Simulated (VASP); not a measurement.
Given:

```
CELL_PARAMETERS angstrom
      3.10816     0.00000     0.00000
     -1.55408     2.69175     0.00000
      0.00000     0.00000     4.97414
ATOMIC_POSITIONS crystal
  Al 0.33333 0.66667 0.00001
  Al 0.66667 0.33333 0.50001
  N  0.33333 0.66667 0.38199
  N  0.66667 0.33333 0.88199
```

Computed with PBE GGA with D3 dispersion (Becke-Johnson damping), VASP's PBE PAW potentials (set 64) (plane waves; VASP 6.6.1). Run with 520 eV cut-off, 10×10×6 Γ-centred mesh, Gaussian smearing of 0.010 eV, potentials Al N.

### Question
Estimate the energy per atom (σ→0).

### Answer

```
Item                           Result
---------------------  --------------
energy per atom (σ→0)  -7.712 eV/atom
```

Total energies compare only between runs with the same potentials, cut-off and functional.

The structure comes from a measured AlN entry (P6_3mc) of the Crystallography Open Database, whose conditions weren't checked. It was relaxed first.
